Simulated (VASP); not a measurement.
Input:

```
BN
1.0
    1.26269    -2.18705     0.00000
    1.26269     2.18705     0.00000
    0.00000     0.00000     4.17824
B N
2 2
Cartesian
  1.26269  -0.72902   2.09039
  1.26269   0.72902   0.00126
  1.26269  -0.72902   3.65470
  1.26269   0.72902   1.56558
```

Level of theory: LDA (Ceperley-Alder, Perdew-Zunger), VASP's LDA PAW potentials (set 64) (plane waves; VASP 6.6.1). Numerical set-up: 620 eV cut-off, 10×10×5 Γ-centred mesh, Gaussian smearing of 0.050 eV, potentials B N.

Question: What does the run give for the energy per atom (σ→0)?

Answer: 
```yaml
energy per atom (σ→0): -9.691 eV/atom
```

The compound is BN in the wurtzite structure, a metastable high-pressure form. It was relaxed first.
